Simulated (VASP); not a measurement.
The input files of a VASP run:

### KPOINTS
```
Automatic mesh
0
G
 5 5 5
```

File POSCAR:
```
SrTiO3
1.0
  3.9393128687   0.0000000000   0.0000000000
  0.0000000000   3.9393128687   0.0000000000
  0.0000000000   0.0000000000   3.9393128687
Sr Ti O
1 1 3
Direct
  0.0000000000   0.0000000000   0.0000000000
  0.5000000000   0.5000000000   0.5000000000
  0.5000000000   0.0000000000   0.5000000000
  0.0000000000   0.5000000000   0.5000000000
  0.5000000000   0.5000000000   0.0000000000
```

**INCAR**
```
ALGO  =  Normal
EDIFF  =  1E-6
EDIFFG  =  -0.02
ENCUT  =  520
GGA  =  91
IBRION  =  2
ISIF  =  3
ISMEAR  =  0
LASPH  =  T
LCHARG  =  F
LMAXMIX  =  4
LREAL  =  F
LWAVE  =  F
NELM  =  100
NSW  =  60
PREC  =  Accurate
SIGMA  =  0.05
SYSTEM  =  SrTiO3
```

POTCAR, in this order: Sr_sv Ti_sv O (PBE.64 set). Program: vasp_std.

Q: Translate this PW91 calculation to Quantum ESPRESSO's pw.x.

A: One equivalent input (not run):
```
&CONTROL
  calculation = 'vc-relax'
  pseudo_dir = './pseudo'
  outdir = './out'
  tprnfor = .true.
  tstress = .true.
  nstep = 60
  forc_conv_thr = 0.00078
/
&SYSTEM
  ibrav = 0
  nat = 5
  ntyp = 3
  ecutwfc = 84
  occupations = 'smearing'
  smearing = 'gaussian'
  degauss = 0.003675
  input_dft = 'pw91'
/
&ELECTRONS
  conv_thr = 7.3e-08
  electron_maxstep = 100
/
&IONS
/
&CELL
/
ATOMIC_SPECIES
  Sr 87.620 Sr.upf
  Ti 47.867 Ti.upf
  O 15.999 O.upf
CELL_PARAMETERS angstrom
     3.9393129   -0.0000000    0.0000000
     0.0000000    3.9393129    0.0000000
    -0.0000000   -0.0000000    3.9393129
ATOMIC_POSITIONS crystal
  Sr   0.0000000  0.0000000  0.0000000
  Ti   0.5000000  0.5000000  0.5000000
  O    0.5000000  0.0000000  0.5000000
  O    0.0000000  0.5000000  0.5000000
  O    0.5000000  0.5000000  0.0000000
K_POINTS automatic
  5 5 5 0 0 0
```
The two are equivalent in intent, not identical: the potentials are each code's own (VASP's PAW set, PseudoDojo norm-conserving files in pw.x), so ENCUT and ecutwfc are chosen apart and not converted; conv_thr bounds pw.x's estimated SCF error, while EDIFF bounds the energy change between steps; forc_conv_thr acts on force components and is met together with etot_conv_thr.

The compound is SrTiO3 in the cubic perovskite structure, the ideal cubic form; the compound distorts at low or room temperature. It was relaxed first. The start is the result of an earlier pass.
